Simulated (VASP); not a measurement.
# BaY2 (P4mm) in VASP: a series of runs

Aim: see how the results for BaY2 move with the level of theory and the settings. Levels: PBE, LDA, BLYP. Tasks: relaxation of cell and atoms, relaxation of the atoms, single point.

Program: VASP 6.6.1. These are calculated values, not measurements. Logs are shortened: lines on timing, memory, paths and dates and some standing lists are left out, and cuts for length are marked.

## Step 1: The structure

Symmetry: P4mm, No. 99, tetragonal system. The conventional cell has a = 5.132 Å, b = 5.132 Å, c = 3.790 Å, α = 90.00°, β = 90.00°, γ = 90.00°. Around Ba (site symmetry 4mm) lie 8 Y at 3.13 to 3.25 Å. Y (site symmetry 2mm) has 4 Ba at 3.13 to 3.25 Å as nearest neighbours.

The cell was built by a generator and needn't be a form met in nature.

## Step 2: Relaxation of cell and atoms, PBE

Contents of INCAR:

```
SYSTEM = BaY2
PREC     = Accurate       ! precision mode
ENCUT    = 600            ! plane-wave cutoff, eV
EDIFF    = 1E-6           ! SCF threshold, eV
ISMEAR   = 1              ! smearing method
SIGMA    = 0.2            ! smearing width, eV
LREAL    = .FALSE.        ! projectors in reciprocal space
LASPH    = .TRUE.         ! aspherical terms in the spheres
NELM     = 100            ! most SCF steps
ALGO     = Normal         ! electronic algorithm
ISIF     = 3              ! what is computed and relaxed
LWAVE    = .FALSE.        ! write WAVECAR
LCHARG   = .FALSE.        ! write CHGCAR
GGA      = PE             ! functional
IBRION   = 2              ! ionic algorithm
NSW      = 60             ! ionic steps
EDIFFG   = -0.01          ! ionic threshold
```

Contents of KPOINTS:

```
Automatic mesh
0
G
  5 5 7
  0 0 0
```

Contents of POSCAR:

```
BaY2
1.0
    5.1316954000      0.0000000000      0.0000000000
    0.0000000000      5.1316954000      0.0000000000
    0.0000000000      0.0000000000      3.7900565000
Ba Y
1 2
Direct
    0.5000000000      0.5000000000      0.2850626000
    0.5000000000      0.0000000000      0.8119872900
    0.0000000000      0.5000000000      0.8119872900
```

Potentials or basis: VASP PAW PBE potentials, release 64 (Ba_sv, Y_sv).

Run with:

```bash
$ cat potpaw_PBE.64/Ba_sv/POTCAR potpaw_PBE.64/Y_sv/POTCAR > POTCAR
$ mpirun -np 1 vasp_std > vasp.out
```

OUTCAR:

```text
SYSTEM = BaY2
   PREC = Accurate
   ENCUT = 600
   EDIFF = 1E-6
   ISMEAR = 1
   LREAL = .FALSE.
   LASPH = .TRUE.
   NELM = 100
   ISIF = 3
   GGA = PE
   IBRION = 2
   NSW = 60
   EDIFFG = -0.01

 ion  position               nearest neighbor table
   1  0.500  0.500  0.285-   2 3.13   3 3.13   2 3.13   3 3.13   2 3.25   2 3.25   3 3.25   3 3.25

   2  0.500  0.000  0.812-   1 3.13   1 3.13   1 3.25   1 3.25   3 3.63   3 3.63   3 3.63   3 3.63

   3  0.000  0.500  0.812-   1 3.13   1 3.13   1 3.25   1 3.25   2 3.63   2 3.63   2 3.63   2 3.63

  LATTYP: Found a simple tetragonal cell.
 ALAT       =     5.1316954000
 C/A-ratio  =     0.7385583525

  Lattice vectors:

 A1 = (   5.1316954000,   0.0000000000,   0.0000000000)
 A2 = (   0.0000000000,   5.1316954000,   0.0000000000)
 A3 = (   0.0000000000,   0.0000000000,   3.7900565000)

Analysis of symmetry for initial positions (statically):
=====================================================================
 Subroutine PRICEL returns:
 Original cell was already a primitive cell.

 Routine SETGRP: Setting up the symmetry group for a
 simple tetragonal supercell.

 Subroutine GETGRP returns: Found  8 space group operations
 (whereof  8 operations were pure point group operations)
 out of a pool of 16 trial point group operations.

The static configuration has the point symmetry C_4v.

Analysis of symmetry for dynamics (positions and initial velocities):
=====================================================================
 Subroutine PRICEL returns:
 Original cell was already a primitive cell.

 Routine SETGRP: Setting up the symmetry group for a
 simple tetragonal supercell.

 Subroutine GETGRP returns: Found  8 space group operations
 (whereof  8 operations were pure point group operations)
 out of a pool of 16 trial point group operations.

The dynamic configuration has the point symmetry C_4v.

 Subroutine INISYM returns: Found  8 space group operations
 (whereof  8 operations are pure point group operations),
 and found     1 'primitive' translations

----------------------------------------------------------------------------------------

                                     Primitive cell

  volume of cell :      99.8085

  direct lattice vectors                    reciprocal lattice vectors
     5.131695400  0.000000000  0.000000000     0.194867373  0.000000000  0.000000000
     0.000000000  5.131695400  0.000000000     0.000000000  0.194867373  0.000000000
     0.000000000  0.000000000  3.790056500     0.000000000  0.000000000  0.263848309

  length of vectors
[... 82 lines left out ...]
   NELM   =    100;   NELMIN=  2; NELMDL= -5     # of ELM steps
   EDIFF  = 0.1E-05   stopping-criterion for ELM
   LREAL  =      F    real-space projection
   EDIFFG = -.1E-01   stopping-criterion for IOM
   NSW    =     60    number of steps for IOM
   IBRION =      2    ionic relax: 0-MD 1-quasi-New 2-CG
   NFREE  =      1    steps in history (QN), initial steepest desc. (CG)
   ISIF   =      3    stress and relaxation
   ISYM   =      2    0-nonsym 1-usesym 2-fastsym
   POTIM  = 0.5000    time-step for ionic-motion
   TEBEG  =    0.0;   TEEND  =   0.0 temperature during run
   PSTRESS=    0.0 pullay stress
   NELECT =      32.0000    total number of electrons
   NUPDOWN=      -1.0000    fix difference up-down
   EMIN   =  10.00;   EMAX   =-10.00  energy-range for DOS
   EFERMI =   0.00;   METHOD = LEGACY
   ISMEAR =     1;   SIGMA  =   0.20  broadening in eV -4-tet -1-fermi 0-gaus
   EFERMI_NEDOS =   21; number of points for ismear=-14 and -15
   IALGO  =     38    algorithm
   IMIX   =      4    mixing-type and parameters
     AMIX     =   0.40;   BMIX     =  1.00
     AMIX_MAG =   1.60;   BMIX_MAG =  1.00
  volume/ion in A,a.u.               =      33.27       224.51
  Fermi-wavevector in a.u.,A,eV,Ry     =   1.120475  2.117392 17.081642  1.255465
  Thomas-Fermi vector in A             =   2.257122
   LORBIT       =      0    0 simple, 1 ext, 2 COOP (PROOUT), +10 PAW based schemes
   GGA     = PE    functional components
   LHFCALC =     F    Hartree Fock is set to
   AEXX    =    0.0000 exact exchange contribution
   IVDW    =     0    specifies the selected vdW correction
   LEPSILON=     F    determine dielectric tensor
   LRPA    =     F    only Hartree local field effects (RPA)
 conjugate gradient relaxation of ions
 non-spin polarized calculation
 Methfessel and Paxton  Order N= 1 SIGMA  =   0.20
  energy-cutoff  :      600.00
  volume of cell :       99.81
 maximum number of plane-waves:      3351
 NGX is ok and might be reduce to    42
   NGX = 21   NGY = 21   NGZ = 15

--------------------------------------- Ionic step        1  -------------------------------------------

 number of electron      31.9999999 magnetization

 Free energy of the ion-electron system (eV)
  ---------------------------------------------------
  ext. energy  EPLUGINS =         0.00000000
  ---------------------------------------------------
  free energy    TOTEN  =       -11.34913052 eV

  energy without entropy =      -11.34441892  energy(sigma->0) =      -11.34755998

 E-fermi :   3.3191     XC(G=0):  -9.3787

 val. band max:        3.3188622615   @ k =   0.4000   0.0000   0.4286
 cond. band min:       3.3442906128   @ k =   0.2000   0.0000   0.1429
 fundamental gap:      0.0254283513
 Fermi energy:         3.3191212436

 k-point     1 :       0.0000    0.0000    0.0000
  band No.  band energies     occupation
      1     -39.6950      2.00000
      2     -39.6541      2.00000
      3     -24.4801      2.00000
      4     -19.8945      2.00000
      5     -19.8945      2.00000
      6     -19.6807      2.00000
[... 645 lines left out ...]
  FREE ENERGIE OF THE ION-ELECTRON SYSTEM (eV)
  ---------------------------------------------------
  free  energy   TOTEN  =       -12.0615117265 eV

  energy  without entropy=      -12.0643004173  energy(sigma->0) =      -12.06244129

[... ionic steps 4 to 9 ...]

--------------------------------------- Ionic step       10  -------------------------------------------

 number of electron      32.0000002 magnetization

------------------------ aborting loop because EDIFF is reached ----------------------------------------
[... 69 lines left out ...]
--------------------------------------- Ionic step       12  -------------------------------------------

 number of electron      32.0000002 magnetization

 Free energy of the ion-electron system (eV)
  ---------------------------------------------------
  ext. energy  EPLUGINS =         0.00000000
  ---------------------------------------------------
  free energy    TOTEN  =       -12.08537515 eV

  energy without entropy =      -12.08432501  energy(sigma->0) =      -12.08502511

 E-fermi :   1.9357     XC(G=0):  -8.2573

 val. band max:        1.9203487115   @ k =   0.4000   0.0000   0.4286
 cond. band min:       1.9397649126   @ k =   0.4000   0.4000   0.1429
 fundamental gap:      0.0194162011
 Fermi energy:         1.9357440888

 k-point     1 :       0.0000    0.0000    0.0000
  band No.  band energies     occupation
      1     -41.7272      2.00000
      2     -41.7203      2.00000
      3     -25.7824      2.00000
      4     -21.7114      2.00000
      5     -21.7114      2.00000
      6     -21.6416      2.00000
[... 571 lines left out ...]
  FREE ENERGIE OF THE ION-ELECTRON SYSTEM (eV)
  ---------------------------------------------------
  free  energy   TOTEN  =       -12.0853751547 eV

  energy  without entropy=      -12.0843250117  energy(sigma->0) =      -12.08502511

 reached required accuracy - stopping structural energy minimisation
```

OSZICAR:

```text
N       E                     dE             d eps       ncg     rms          rms(c)
DAV:   1     0.210654346083E+03    0.21065E+03   -0.17038E+04   960   0.166E+03
DAV:   2     0.369390992581E+01   -0.20696E+03   -0.20167E+03  1244   0.350E+02
DAV:   3    -0.122130502355E+02   -0.15907E+02   -0.14945E+02  1704   0.675E+01
[... 123 lines left out ...]
DAV:   5    -0.120853503698E+02   -0.94949E-04   -0.20825E-04  1864   0.539E-02    0.298E-02
DAV:   6    -0.120853678997E+02   -0.17530E-04   -0.17727E-05  1120   0.277E-02    0.955E-03
DAV:   7    -0.120853740343E+02   -0.61347E-05   -0.89301E-06  1256   0.107E-02    0.450E-03
DAV:   8    -0.120853752617E+02   -0.12273E-05   -0.61909E-07   592   0.619E-03    0.816E-04
DAV:   9    -0.120853751547E+02    0.10701E-06   -0.16871E-07   528   0.239E-03
  12 F= -.12085375E+02 E0= -.12085025E+02  d E =-.484385E-03
```

Run time: 8.9 min. Hardware: 1 thread of Intel Xeon Platinum 8259CL at 2.50GHz (Skylake/Cascade Lake), shared host; peak memory 0.26 GiB.

Results:

```
Free energy                            : -12.0854 eV
Relaxed volume                         : 44.80 Å³/atom
Relaxed cell                           : a = 5.812 Å, b = 5.812 Å, c = 3.980 Å, α = 90.00°, β = 90.00°, γ = 90.00°
Space group after relaxing (to 0.05 Å) : P4/mmm (No. 123)
Energy gained by relaxing              : 245.4 meV/atom
Ionic steps                            : 12
Pressure after relaxing                : 0.0 GPa
Largest force after relaxing           : 0.008 eV/Å
Band gap on the k mesh                 : none (metal or under the smearing width)
```

Forces in eV/Å, atoms in the order of the input:
```
Ba   0.000  0.000 -0.008
Y    0.000  0.000  0.004
Y    0.000  0.000  0.004
```

Step by step:
| step | energy change (eV) | largest force (eV/Å) | pressure (GPa) | volume (Å³) |
| --- | --- | --- | --- | --- |
| 1 | 0.0000 | 0.2000 | 8.05 | 99.81 |
| 2 | -0.6860 | 0.1920 | 1.21 | 125.92 |
| 3 | -0.7124 | 0.1947 | -0.55 | 139.16 |
| 4 | -0.7196 | 0.1952 | -0.08 | 135.00 |
| 5 | -0.7195 | 0.1952 | 0.02 | 134.23 |
| 6 | -0.7241 | 0.1632 | 0.04 | 134.10 |
| 7 | -0.7335 | 0.0669 | 0.09 | 133.68 |
| 8 | -0.7292 | 0.1301 | 0.23 | 132.72 |
| 9 | -0.7358 | 0.0006 | 0.13 | 133.35 |
| 10 | -0.7358 | 0.0049 | 0.14 | 133.33 |
| 11 | -0.7361 | 0.0087 | -0.07 | 134.92 |
| 12 | -0.7362 | 0.0075 | 0.00 | 134.41 |

Final structure:
```xyz
3
Lattice="5.8116 0.0000 0.0000 0.0000 5.8116 0.0000 0.0000 0.0000 3.9796" Properties=species:S:1:pos:R:3 pbc="T T T"
Ba    2.9058    2.9058    1.2081
Y     2.9058    0.0000    3.1946
Y     0.0000    2.9058    3.1946
```

Caveat: the volume moved by over 15 % at a fixed basis, so the end points are rough.

## Step 3: Relaxation of the atoms, LDA

Contents of INCAR:

```
  ALGO = Normal
  EDIFF = 1E-6
  EDIFFG = -0.005
  ENCUT = 520
  IBRION = 2
  ISIF = 2
  ISMEAR = 1
  LASPH = T
  LCHARG = F
  LREAL = F
  LWAVE = F
  NELM = 60
  NSW = 40
  PREC = Accurate
  SIGMA = 0.2
```

Contents of KPOINTS:

```
k-points
0
Gamma
  5 5 7
```

POSCAR is that of step 2.

Potentials or basis: VASP PAW LDA potentials, release 64 (Ba_sv, Y_sv).

Run with:

```bash
$ cat potpaw_LDA.64/Ba_sv/POTCAR potpaw_LDA.64/Y_sv/POTCAR > POTCAR
$ mpirun -np 1 vasp_std > vasp.out
```

Run time: 1.9 min. Hardware: 1 thread of Intel Xeon Platinum 8259CL at 2.50GHz (Skylake/Cascade Lake), shared host; peak memory 0.2 GiB.

It converged, with:

```
Free energy                  : -13.3074 eV
Energy gained by relaxing    : 2.2 meV/atom
Ionic steps                  : 4
Pressure after relaxing      : 4.4 GPa
Largest force after relaxing : 0.004 eV/Å
Band gap on the k mesh       : none (metal or under the smearing width)
```

Forces on the atoms (eV/Å):
```
Ba   0.000  0.000  0.004
Y    0.000  0.000 -0.002
Y    0.000  0.000 -0.002
```

Stress tensor (GPa, compression positive):
```
5.29 0.00 0.00
0.00 5.29 0.00
0.00 0.00 2.52
```

The path:
| step | energy change (eV) | largest force (eV/Å) | pressure (GPa) |
| --- | --- | --- | --- |
| 1 | 0.0000 | 0.1369 | 4.36 |
| 2 | -0.0013 | 0.1213 | 4.36 |
| 3 | -0.0043 | 0.0793 | 4.36 |
| 4 | -0.0067 | 0.0039 | 4.36 |

Final structure:
```xyz
3
Lattice="5.1317 0.0000 0.0000 0.0000 5.1317 0.0000 0.0000 0.0000 3.7901" Properties=species:S:1:pos:R:3 pbc="T T T"
Ba    2.5658    2.5658    1.1464
Y     2.5658    5.1317    3.0445
Y     0.0000    2.5658    3.0445
```

Levels at points of the mesh, in eV from the Fermi level:
| k point | band 13 | band 14 | band 15 | band 16 | band 17 | band 18 | band 19 | band 20 |
| --- | --- | --- | --- | --- | --- | --- | --- | --- |
| (0.00, 0.00, 0.00) | -3.59 | -2.50 | -1.71 | -1.35 | -0.22 | 0.18 | 0.18 | 3.08 |

## Step 4: Single point, BLYP (cell strained at random at fixed volume)

Contents of run.py:

```python
from ase.calculators.vasp import Vasp
from ase.dft.bandgap import bandgap
from ase.io import read

atoms = read('BaY2.cif')
calc = Vasp(
    directory='calc',
    xc='blyp',
    pp='PBE',
    setups='recommended',
    prec='Accurate',
    encut=700,
    ediff=1e-05,
    ismear=1,
    sigma=0.2,
    lreal=False,
    lasph=True,
    nelm=80,
    algo='Fast',
    isif=2,
    lwave=False,
    lcharg=False,
    kpts=[2, 2, 2],
    gamma=True,
)
atoms.calc = calc

print('energy (eV):', atoms.get_potential_energy())
print('free energy (eV):', atoms.get_potential_energy(force_consistent=True))
print('forces (eV/A):')
print(atoms.get_forces())
print('stress (eV/A^3, Voigt):', atoms.get_stress())
print('Fermi level (eV):', calc.get_fermi_level())
gap, top, bottom = bandgap(calc)
print('band gap (eV):', gap, 'from (spin, k, band)', top, 'to', bottom)
```

Contents of BaY2.cif:

```cif
data_BaY2
_cell_length_a 5.11260025
_cell_length_b 5.12679927
_cell_length_c 3.80854941
_cell_angle_alpha 90.12049213
_cell_angle_beta 91.01864634
_cell_angle_gamma 90.40065191
_space_group_name_H-M_alt 'P1'
_space_group_name_Hall 'P 1'
_space_group_IT_number 1
loop_
_space_group_symop_operation_xyz
'x,y,z'
loop_
_atom_site_label
_atom_site_type_symbol
_atom_site_symmetry_multiplicity
_atom_site_Wyckoff_symbol
_atom_site_fract_x
_atom_site_fract_y
_atom_site_fract_z
_atom_site_occupancy
Ba1 Ba 1 a 0.5000000000 0.5000000000 0.2850626000 1
Y1 Y 1 a 0.5000000000 0.0000000000 0.8119872900 1
Y2 Y 1 a 0.0000000000 0.5000000000 0.8119872900 1
```

Potentials or basis: VASP PAW PBE potentials, release 64 (Ba_sv, Y_sv).

Run with:

```bash
$ python run.py
```

Run time: 3.2 min. Hardware: 1 thread of Intel Xeon Platinum 8259CL at 2.50GHz (Skylake/Cascade Lake), shared host; peak memory 0.3 GiB.

These settings aren't checked as converged (typed here: ENCUT = 700; EDIFF = 1e-05; k = 2 × 2 × 2): the numbers below hold their error.

What came out:

```
Free energy            : -8.9166 eV
Pressure               : 9.7 GPa
Largest force          : 0.071 eV/Å
Band gap on the k mesh : none (metal or under the smearing width)
```

Caveat: the k mesh is coarse (spacing up to 0.83 Å⁻¹), so the values aren't converged; the PAW data sets were made with another functional, which shifts forces and pressure a little.

## Step 5: For comparison

An earlier run on the cell as given: functional PBE; potentials or basis VASP PAW PBE potentials, release 64 (Ba_sv, Y_sv); cutoff 520 eV; k mesh 5 × 5 × 7; occupations fermi-dirac, width 0.05 eV; no spin polarisation.

- Pressure: 8.1 GPa
- Largest force: 0.198 eV/Å
- Band gap on the k mesh: none (metal or under the smearing width)

## Step 6: Summary

| task | level | potentials or basis | cell | cutoff (eV) | smearing | gap on the mesh (eV) | pressure (GPa) | largest force (eV/Å) |
| --- | --- | --- | --- | --- | --- | --- | --- | --- |
| relaxation of cell and atoms | PBE | VASP PAW PBE potentials, release 64 (Ba_sv, Y_sv) | relaxed | 600 | methfessel-paxton 0.2 eV | none | 0.0 | 0.01 |
| relaxation of the atoms | LDA | VASP PAW LDA potentials, release 64 (Ba_sv, Y_sv) | atoms relaxed | 520 | methfessel-paxton 0.2 eV | none | 4.4 | - |
| single point | PBE | VASP PAW PBE potentials, release 64 (Ba_sv, Y_sv) | as given | 520 | fermi-dirac 0.05 eV | none | 8.1 | 0.20 |

Alike in all rows: no spin polarisation; k mesh 5 × 5 × 7.

Caveats: the volume moved by over 15 % at a fixed basis, so the end points are rough (some runs).

Absolute energies hang on the potentials; compare differences alone.
